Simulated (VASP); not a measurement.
Computed with PBE GGA, VASP's PBE PAW potentials (set 64) (plane waves; VASP).

The input files of a VASP run:

POSCAR:
```
LaAs
1
    2.1664550000     1.2508030000     3.7078770000
   -2.1664550000     1.2508030000     3.7078770000
    0.0000000000    -2.5016060000     3.7078770000
La As
1 1
Direct
  0.7624000000   0.7624000000   0.7624000000
  0.2376000000   0.2376000000   0.2376000000
```

### KPOINTS
```
Automatic
0
gamma
6 6 6
```

INCAR:
```
SYSTEM = LaAs
PREC = Accurate
ENCUT = 400
EDIFF = 1E-6
NELM = 100
ALGO = Normal
LREAL = .FALSE.
LASPH = .TRUE.
ISMEAR = 0
SIGMA = 0.05
GGA = PE
LMAXMIX = 6
LWAVE = .FALSE.
LCHARG = .FALSE.
ISIF = 2
```

POTCAR, in this order: La As (PBE.64 set). Program: vasp_std.

Estimate the energy per atom (σ→0), largest force, band gap (on the k-mesh).

```yaml
energy per atom (σ→0): -6.287 eV/atom
band gap (on the k-mesh): 0.59 eV
largest_force: 0.810 eV/Å
```

### OSZICAR
```
...
DAV:   7    -0.125645831421E+02    0.62064E-02   -0.12408E-01  1248   0.257E+00    0.941E-01
DAV:   8    -0.125737657743E+02   -0.91826E-02   -0.29250E-02  1184   0.187E+00    0.232E-01
DAV:   9    -0.125741627148E+02   -0.39694E-03   -0.40209E-03  1400   0.811E-01    0.930E-02
DAV:  10    -0.125741530161E+02    0.96987E-05   -0.16757E-04  1136   0.126E-01    0.382E-02
DAV:  11    -0.125741566865E+02   -0.36705E-05   -0.83100E-05  1480   0.818E-02    0.754E-03
DAV:  12    -0.125741544490E+02    0.22375E-05   -0.13752E-05  1344   0.258E-02    0.201E-03
DAV:  13    -0.125741543110E+02    0.13799E-06   -0.65274E-07   768   0.831E-03
   1 F= -.12574154E+02 E0= -.12574154E+02  d E =-.179142E-17
```

The structure was generated: LaAs was put into the alpha-GeTe type (R3m), which need not be its known phase. The cell was not relaxed at this level.
